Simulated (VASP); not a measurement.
```
CELL_PARAMETERS angstrom
      3.03549     0.00000     0.00000
     -1.51775     2.62882     0.00000
      0.00000     0.00000     8.03170
ATOMIC_POSITIONS crystal
  Ta 0.00000 0.00000 0.00000
  Ta 0.00000 0.00000 0.50000
  Si 0.33333 0.66667 0.25000
  Si 0.66667 0.33333 0.75000
```

All values below come from PBE GGA, VASP's PBE PAW potentials (set 64) (plane waves; VASP). Run with 400 eV cut-off, Gaussian smearing of 0.050 eV, potentials Ta_pv Si.

Task: Give the energies of bands 7 to 18 at the high-symmetry points, in eV from the Fermi level.

Result: 
```json
[
 {"band": "7", "Γ": "-11.90", "M": "-8.07", "K": "-6.57", "A": "-11.19", "L": "-7.48", "H": "-6.52"},
 {"band": "8", "Γ": "-9.96", "M": "-6.47", "K": "-6.57", "A": "-11.19", "L": "-7.48", "H": "-6.52"},
 {"band": "9", "Γ": "-7.63", "M": "-6.46", "K": "-5.04", "A": "-5.74", "L": "-5.75", "H": "-4.41"},
 {"band": "10", "Γ": "-4.01", "M": "-4.78", "K": "-4.23", "A": "-5.74", "L": "-5.75", "H": "-4.41"},
 {"band": "11", "Γ": "-1.85", "M": "-4.25", "K": "-4.23", "A": "-1.07", "L": "-3.29", "H": "-4.12"},
 {"band": "12", "Γ": "-0.49", "M": "-2.88", "K": "-3.08", "A": "-1.07", "L": "-3.29", "H": "-4.12"},
 {"band": "13", "Γ": "-0.07", "M": "-2.78", "K": "-3.08", "A": "0.10", "L": "-1.98", "H": "-2.98"},
 {"band": "14", "Γ": "-0.07", "M": "-1.33", "K": "-2.49", "A": "0.10", "L": "-1.98", "H": "-2.98"},
 {"band": "15", "Γ": "0.30", "M": "-0.54", "K": "-1.01", "A": "0.10", "L": "0.10", "H": "-1.04"},
 {"band": "16", "Γ": "0.30", "M": "0.88", "K": "-1.01", "A": "0.10", "L": "0.10", "H": "-1.04"},
 {"band": "17", "Γ": "1.82", "M": "1.39", "K": "0.93", "A": "2.24", "L": "1.96", "H": "2.98"},
 {"band": "18", "Γ": "1.82", "M": "2.97", "K": "1.75", "A": "2.24", "L": "1.96", "H": "3.00"}
]
```

It has no gap at this level: it comes out as a metal or semimetal.

The structure was generated: TaSi was put into the NiAs type type (P6_3/mmc), which need not be its known phase. It was relaxed first, which changed the volume by -41 %.
